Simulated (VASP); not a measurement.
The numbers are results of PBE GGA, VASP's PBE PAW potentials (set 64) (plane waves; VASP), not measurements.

Input for VASP

File POSCAR:
```
Ni3Fe
1
    3.6210000000     0.0000000000     0.0000000000
    0.0000000000     3.6210000000     0.0000000000
    0.0000000000     0.0000000000     3.6210000000
Fe Ni
1 3
Direct
  0.0000000000   0.0000000000   0.0000000000
  0.0000000000   0.5000000000   0.5000000000
  0.5000000000   0.0000000000   0.5000000000
  0.5000000000   0.5000000000   0.0000000000
```

**KPOINTS**
```
Automatic mesh
0
Gamma
8 8 8
0 0 0
```

### INCAR
```
ALGO  =  Normal   # blocked Davidson
LCHARG  =  .FALSE.
SIGMA  =  0.1   # width (eV)
LREAL  =  .FALSE.   # projection in real space or not
EDIFF  =  1E-6
ISPIN  =  2
ISIF  =  2
LMAXMIX  =  4   # l cut-off of mixed one-centre charges
SYSTEM  =  Ni3Fe
NELM  =  100
LWAVE  =  .FALSE.
LORBIT  =  10
GGA  =  PE
MAGMOM  =  3.0 3*0.7
NUPDOWN  =  5
ISMEAR  =  1   # Methfessel-Paxton
ENCUT  =  400   # plane-wave cut-off (eV)
PREC  =  Accurate
LASPH  =  .TRUE.   # aspherical one-centre terms
```

POTCAR, in this order: Fe Ni (PBE.64 set). Program: vasp_std.

What VASP printed:

### OSZICAR
```
       N       E                     dE             d eps       ncg     rms          rms(c)
DAV:   1     0.216279660787E+03    0.21628E+03   -0.14623E+04  3752   0.166E+03
DAV:   2    -0.170483062785E+02   -0.23333E+03   -0.22410E+03  3658   0.331E+02
DAV:   3    -0.289184702971E+02   -0.11870E+02   -0.11253E+02  3812   0.103E+02
DAV:   4    -0.290810265950E+02   -0.16256E+00   -0.16196E+00  3904   0.123E+01
DAV:   5    -0.290855643731E+02   -0.45378E-02   -0.45369E-02  4914   0.168E+00    0.197E+01
DAV:   6    -0.266734665765E+02    0.24121E+01   -0.41072E+01  3918   0.102E+02    0.246E+01
DAV:   7    -0.292994598097E+02   -0.26260E+01   -0.23902E+01  4452   0.118E+02    0.268E+01
DAV:   8    -0.247982301657E+02    0.45012E+01   -0.12976E+01  4466   0.543E+01    0.593E+00
DAV:   9    -0.249322614304E+02   -0.13403E+00   -0.76646E-01  4240   0.111E+01    0.309E+00
DAV:  10    -0.248895618846E+02    0.42700E-01   -0.12514E-01  5422   0.881E+00    0.130E+00
DAV:  11    -0.248945498642E+02   -0.49880E-02   -0.31991E-02  4864   0.174E+00    0.108E+00
DAV:  12    -0.248947043113E+02   -0.15445E-03   -0.64971E-03  4230   0.220E+00    0.231E-01
DAV:  13    -0.248948702868E+02   -0.16598E-03   -0.19325E-03  4936   0.488E-01    0.915E-02
DAV:  14    -0.248948837049E+02   -0.13418E-04   -0.13253E-04  3950   0.146E-01    0.655E-02
DAV:  15    -0.248948852112E+02   -0.15063E-05   -0.37357E-05  5198   0.148E-01    0.192E-02
DAV:  16    -0.248948851624E+02    0.48778E-07   -0.10338E-05  4156   0.448E-02    0.112E-02
DAV:  17    -0.248948849162E+02    0.24625E-06   -0.11449E-06  2100   0.236E-02
   1 F= -.24894885E+02 E0= -.24894297E+02  d E =-.176472E-02  mag=     5.0000
```

### OUTCAR
```
------------------------ aborting loop because EDIFF is reached ----------------------------------------
  FORCE on cell =-STRESS in cart. coord.  units (eV):
  Direction    XX          YY          ZZ          XY          YZ          ZX
  --------------------------------------------------------------------------------------
  Total       -3.2328610     -3.2328610     -3.2328610      0.0000000      0.0000000      0.0000000
  in kB     -109.0968068   -109.0968068   -109.0968068      0.0000000      0.0000000      0.0000000
  external PRESSURE =    -109.0968068 kB  Pullay stress =       0.0000000 kB
  volume of cell :       47.48
      direct lattice vectors                 reciprocal lattice vectors
     3.621000000  0.000000000  0.000000000     0.276166805  0.000000000  0.000000000
     0.000000000  3.621000000  0.000000000     0.000000000  0.276166805  0.000000000
     0.000000000  0.000000000  3.621000000     0.000000000  0.000000000  0.276166805
 POSITION                                       TOTAL-FORCE (eV/Angst)
 -----------------------------------------------------------------------------------
      0.00000      0.00000      0.00000         0.000000      0.000000      0.000000
      0.00000      1.81050      1.81050         0.000000      0.000000      0.000000
      1.81050      0.00000      1.81050         0.000000      0.000000      0.000000
      1.81050      1.81050      0.00000         0.000000      0.000000      0.000000
 -----------------------------------------------------------------------------------
    total drift:                                0.000000     -0.000000     -0.000000
  FREE ENERGIE OF THE ION-ELECTRON SYSTEM (eV)
  ---------------------------------------------------
  free  energy   TOTEN  =       -24.8948849162 eV

  energy  without entropy=      -24.8931201973  energy(sigma->0) =      -24.89429668

 total charge

# of ion       s       p       d       tot
------------------------------------------
    1        0.451   0.454   6.061   6.966
    2        0.479   0.457   8.292   9.227
    3        0.479   0.457   8.292   9.227
    4        0.479   0.457   8.292   9.227
--------------------------------------------------
tot          1.889   1.823  30.935  34.647

 magnetization (x)

# of ion       s       p       d       tot
------------------------------------------
    1        0.014  -0.000   2.985   2.999
    2       -0.015  -0.043   0.744   0.687
    3       -0.015  -0.043   0.744   0.687
    4       -0.015  -0.043   0.744   0.687
--------------------------------------------------
tot         -0.030  -0.128   5.216   5.059
```
(Selected blocks of OUTCAR.)

The compound is Ni3Fe in the L1_2 structure. The cell was not relaxed at this level. The run is one of a series of settings (NUPDOWN = 5 against the base run), some of them coarse on purpose.
